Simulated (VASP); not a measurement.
Calculation: PBEsol GGA, VASP's PBE PAW potentials (set 64) (plane waves; VASP).

Input for VASP

POSCAR:
```
Mo2N
1
   -2.1102056313     2.1102056313     3.9655956042
    2.1102056313    -2.1102056313     3.9655956042
    2.1102056313     2.1102056313    -3.9655956042
Mo N
4 2
Direct
  0.2611357728   0.2611357728   0.0000000000
  0.0111357728   0.5111357728   0.5000000000
  0.4888642272   0.9888642272   0.5000000000
  0.7388642272   0.7388642272   0.0000000000
  0.0000000000   0.0000000000   0.0000000000
  0.7500000000   0.2500000000   0.5000000000
```

### INCAR
```
SYSTEM=Mo2N
PREC=Accurate; ENCUT=520; LREAL=F
LASPH=T
EDIFF=1E-6; NELM=100; ALGO=Normal
LMAXMIX=4
ISMEAR=1; SIGMA=0.1
GGA=PS
IBRION=2; NSW=60; ISIF=3
EDIFFG=-0.02
LWAVE=F; LCHARG=F
```

### KPOINTS
```
kpoints
0
G
  9 9 9
```

POTCAR, in this order: Mo_sv N (PBE.64 set). Program: vasp_std.

The run wrote:

File OUTCAR:
```
 ion  position               nearest neighbor table
   1  0.261  0.261  0.000-   5 2.07   6 2.11   6 2.11   3 2.78   3 2.78   2 2.90   2 2.90   2 2.90
                             2 2.90   4 2.99   4 2.99   4 2.99   4 2.99   3 3.02   3 3.02
   2  0.011  0.511  0.500-   6 2.07   5 2.11   5 2.11   4 2.78   4 2.78   1 2.90   1 2.90   1 2.90
                             1 2.90   3 2.99   3 2.99   3 2.99   3 2.99   4 3.02   4 3.02
   3  0.489  0.989  0.500-   6 2.07   5 2.11   5 2.11   1 2.78   1 2.78   4 2.90   4 2.90   4 2.90
                             4 2.90   2 2.99   2 2.99   2 2.99   2 2.99   1 3.02   1 3.02
   4  0.739  0.739  0.000-   5 2.07   6 2.11   6 2.11   2 2.78   2 2.78   3 2.90   3 2.90   3 2.90
                             3 2.90   1 2.99   1 2.99   1 2.99   1 2.99   2 3.02   2 3.02
   5  0.000  0.000  0.000-   1 2.07   4 2.07   3 2.11   2 2.11   2 2.11   3 2.11
   6  0.750  0.250  0.500-   2 2.07   3 2.07   1 2.11   4 2.11   1 2.11   4 2.11
  LATTYP: Found a body centered tetragonal cell.
 ALAT       =     4.2204112626
 C/A-ratio  =     1.8792460533
 Subroutine PRICEL returns:
 Original cell was already a primitive cell.
 Subroutine GETGRP returns: Found 16 space group operations
The static configuration has the point symmetry D_2d.
 The point group associated with its full space group is D_4h.
The dynamic configuration has the point symmetry D_2d.
 Subroutine INISYM returns: Found 16 space group operations
 Subroutine IBZKPT returns following result:
 Found     75 irreducible k-points:

 Following reciprocal coordinates:
...
```

OSZICAR:
```
       N       E                     dE             d eps       ncg     rms          rms(c)
DAV:   1     0.787278341411E+03    0.78728E+03   -0.41270E+04  5850   0.180E+03
DAV:   2    -0.314006629152E+02   -0.81868E+03   -0.79878E+03  6383   0.551E+02
DAV:   3    -0.732451855034E+02   -0.41845E+02   -0.40960E+02  7844   0.113E+02
DAV:   4    -0.740570759518E+02   -0.81189E+00   -0.80638E+00  6975   0.140E+01
DAV:   5    -0.740764588940E+02   -0.19383E-01   -0.19354E-01  7288   0.186E+00    0.532E+01
DAV:   6    -0.673753238556E+02    0.67011E+01   -0.47954E+01  7303   0.337E+01    0.152E+01
DAV:   7    -0.668320172879E+02    0.54331E+00   -0.32817E+00  7026   0.865E+00    0.909E+00
DAV:   8    -0.667715412950E+02    0.60476E-01   -0.40997E-01  6762   0.356E+00    0.122E+00
DAV:   9    -0.667635236699E+02    0.80176E-02   -0.10230E-01  7395   0.146E+00    0.479E-01
DAV:  10    -0.667613750484E+02    0.21486E-02   -0.21449E-02  7183   0.676E-01    0.106E-01
DAV:  11    -0.667612926532E+02    0.82395E-04   -0.13802E-03  7385   0.172E-01    0.335E-02
DAV:  12    -0.667612908031E+02    0.18501E-05   -0.69223E-05  6819   0.546E-02    0.113E-02
DAV:  13    -0.667612922704E+02   -0.14673E-05   -0.12297E-05  6092   0.160E-02    0.494E-03
DAV:  14    -0.667612916748E+02    0.59553E-06   -0.24285E-06  4932   0.740E-03
   1 F= -.66761292E+02 E0= -.66760971E+02  d E =-.667613E+02
       N       E                     dE             d eps       ncg     rms          rms(c)
DAV:   1    -0.667717181428E+02   -0.10426E-01   -0.43299E-01  5899   0.480E+00    0.870E-01
DAV:   2    -0.667637651612E+02    0.79530E-02   -0.17886E-02  6488   0.925E-01    0.286E-01
DAV:   3    -0.667619582916E+02    0.18069E-02   -0.41536E-03  7114   0.423E-01    0.101E-01
DAV:   4    -0.667619075667E+02    0.50725E-04   -0.21837E-04  7098   0.901E-02    0.466E-02
DAV:   5    -0.667619006805E+02    0.68863E-05   -0.20852E-05  7662   0.247E-02    0.135E-02
DAV:   6    -0.667618994584E+02    0.12220E-05   -0.41448E-06  5209   0.114E-02    0.383E-03
DAV:   7    -0.667618993597E+02    0.98719E-07   -0.92230E-07  3975   0.628E-03
   2 F= -.66761899E+02 E0= -.66761641E+02  d E =-.607685E-03
       N       E                     dE             d eps       ncg     rms          rms(c)
DAV:   1    -0.667623059618E+02   -0.40650E-03   -0.16400E-02  5920   0.934E-01    0.170E-01
DAV:   2    -0.667620024749E+02    0.30349E-03   -0.67344E-04  6354   0.179E-01    0.557E-02
DAV:   3    -0.667619346983E+02    0.67777E-04   -0.15718E-04  7092   0.824E-02    0.200E-02
DAV:   4    -0.667619342384E+02    0.45990E-06   -0.83413E-06  6543   0.176E-02
   3 F= -.66761934E+02 E0= -.66761661E+02  d E =-.642564E-03
       N       E                     dE             d eps       ncg     rms          rms(c)
DAV:   1    -0.667654139768E+02   -0.34793E-02   -0.29383E-01  5850   0.416E+00    0.557E-01
DAV:   2    -0.667630131790E+02    0.24008E-02   -0.99720E-03  6228   0.736E-01    0.192E-01
DAV:   3    -0.667624031817E+02    0.61000E-03   -0.18263E-03  7130   0.280E-01    0.601E-02
DAV:   4    -0.667624063897E+02   -0.32080E-05   -0.13046E-04  6882   0.709E-02    0.167E-02
DAV:   5    -0.667624049332E+02    0.14565E-05   -0.17270E-05  7102   0.248E-02    0.102E-02
DAV:   6    -0.667624062724E+02   -0.13392E-05   -0.88695E-07  4134   0.615E-03    0.328E-03
DAV:   7    -0.667624067444E+02   -0.47205E-06   -0.24516E-07  3772   0.289E-03
   4 F= -.66762407E+02 E0= -.66762275E+02  d E =-.472506E-03
       N       E                     dE             d eps       ncg     rms          rms(c)
DAV:   1    -0.667624538436E+02   -0.47571E-04   -0.39583E-03  5885   0.484E-01    0.651E-02
DAV:   2    -0.667624204693E+02    0.33374E-04   -0.13534E-04  6305   0.858E-02    0.225E-02
DAV:   3    -0.667624125680E+02    0.79012E-05   -0.24624E-05  7167   0.325E-02    0.684E-03
DAV:   4    -0.667624131768E+02   -0.60879E-06   -0.15496E-06  4272   0.816E-03
   5 F= -.66762413E+02 E0= -.66762299E+02  d E =-.478938E-03
       N       E                     dE             d eps       ncg     rms          rms(c)
DAV:   1    -0.667628626673E+02   -0.45010E-03   -0.19111E-01  5871   0.341E+00    0.254E-01
DAV:   2    -0.667627885486E+02    0.74119E-04   -0.70418E-03  6298   0.624E-01    0.704E-02
DAV:   3    -0.667627238785E+02    0.64670E-04   -0.31655E-04  7419   0.104E-01    0.405E-02
DAV:   4    -0.667627171395E+02    0.67390E-05   -0.35372E-05  6551   0.416E-02    0.326E-02
DAV:   5    -0.667627153771E+02    0.17624E-05   -0.45053E-06  5813   0.121E-02    0.661E-03
DAV:   6    -0.667627147173E+02    0.65981E-06   -0.39712E-06  4891   0.874E-03
   6 F= -.66762715E+02 E0= -.66762709E+02  d E =-.301540E-03
```

File OUTCAR:
```
------------------------ aborting loop because EDIFF is reached ----------------------------------------
  FORCE on cell =-STRESS in cart. coord.  units (eV):
  Direction    XX          YY          ZZ          XY          YZ          ZX
  --------------------------------------------------------------------------------------
  Total        0.0324777      0.0324777      0.0051702      0.0000000      0.0000000      0.0000000
  in kB        0.7358096      0.7358096      0.1171352      0.0000000      0.0000000      0.0000000
  external PRESSURE =       0.5295848 kB  Pullay stress =       0.0000000 kB
  volume of cell :       70.72
      direct lattice vectors                 reciprocal lattice vectors
    -2.106685109  2.106685109  3.983562764     0.000000000  0.237339694  0.125515783
     2.106685109 -2.106685109  3.983562764     0.237339694  0.000000000  0.125515783
     2.106685109  2.106685109 -3.983562764     0.237339694  0.237339694  0.000000000
 POSITION                                       TOTAL-FORCE (eV/Angst)
 -----------------------------------------------------------------------------------
      0.00000      0.00000      2.07470        -0.000000      0.000000     -0.010903
      2.10669     -0.00000      0.08292         0.000000     -0.000000     -0.010903
      2.10669      0.00000      3.90064         0.000000     -0.000000      0.010903
      2.10669      2.10669      1.90886        -0.000000      0.000000      0.010903
      0.00000      0.00000      0.00000         0.000000      0.000000      0.000000
      0.00000      2.10669      1.99178         0.000000      0.000000      0.000000
 -----------------------------------------------------------------------------------
    total drift:                                0.000000      0.000000     -0.000000
  FREE ENERGIE OF THE ION-ELECTRON SYSTEM (eV)
  ---------------------------------------------------
  free  energy   TOTEN  =       -66.7627147173 eV

  energy  without entropy=      -66.7626972401  energy(sigma->0) =      -66.76270889

 reached required accuracy - stopping structural energy minimisation
```
(Selected blocks of OUTCAR.)

**CONTCAR**
```
Mo2N
   1.00000000000000
    -2.1066851093020977    2.1066851093020977    3.9835627644097409
     2.1066851093020977   -2.1066851093020977    3.9835627644097409
     2.1066851093020977    2.1066851093020977   -3.9835627644097409
  Mo              N
     4     2
Direct
     0.2604077798256398    0.2604077798256398    0.0000000000000000
     0.0104077798256398    0.5104077798256400    0.5000000000000000
     0.4895922201743602    0.9895922201743600    0.5000000000000000
     0.7395922201743600    0.7395922201743600    1.0000000000000000
     0.0000000000000000    0.0000000000000000    0.0000000000000000
     0.7500000000000000    0.2500000000000000    0.5000000000000000
```

File OUTCAR:
```
 val. band max:       13.1459597292   @ k =   0.4444   0.1111   0.0000

 cond. band min:      13.1596046063   @ k =  -0.4444   0.4444   0.4444


 Fermi energy:        13.1543537380

 k-point     1 :       0.0000    0.0000    0.0000
  band No.  band energies     occupation
      1     -48.5049      2.00000
      2     -48.2985      2.00000
      3     -48.2895      2.00000
      4     -48.2560      2.00000
      5     -23.1086      2.00000
      6     -22.8418      2.00000
      7     -22.8418      2.00000
      8     -22.8344      2.00000
      9     -22.8344      2.00000
     10     -22.5833      2.00000
     11     -22.5665      2.00000
     12     -22.3997      2.00000
     13     -22.3997      2.00000
     14     -22.1328      2.00000
     15     -21.9318      2.00000
     16     -21.9318      2.00000
     17      -4.4687      2.00000
     18      -3.9157      2.00000
     19       6.1482      2.00000
     20       7.1597      2.00000
     21       7.1597      2.00000
     22       7.4083      2.00000
     23       7.6176      2.00000
     24       7.7330      2.00000
     25       7.7330      2.00000
     26       7.8248      2.00000
     27       8.5402      2.00000
     28      10.9569      2.00000
     29      10.9569      2.00000
     30      11.6320      2.00000
     31      12.2280      2.00000
     32      12.2280      2.00000
     33      12.5451      2.00000
     34      12.5451      2.00000
     35      12.8067      2.00001
     36      13.4499     -0.00024
     37      14.9244     -0.00000
     38      15.6128      0.00000
     39      15.6593      0.00000

 k-point     2 :       0.1111    0.0000   -0.0000
  band No.  band energies     occupation
      1     -48.4968      2.00000
      2     -48.3012      2.00000
      3     -48.2922      2.00000
      4     -48.2586      2.00000
      5     -23.0896      2.00000
      6     -22.9074      2.00000
      7     -22.8746      2.00000
      8     -22.8368      2.00000
      9     -22.7919      2.00000
...
```

The structure comes from a measured Mo2N entry (I4_1/amd) of the Crystallography Open Database, whose conditions weren't checked. This run relaxes it. Symmetry was kept, so distortions that lower it aren't found. The start is the result of an earlier pass.
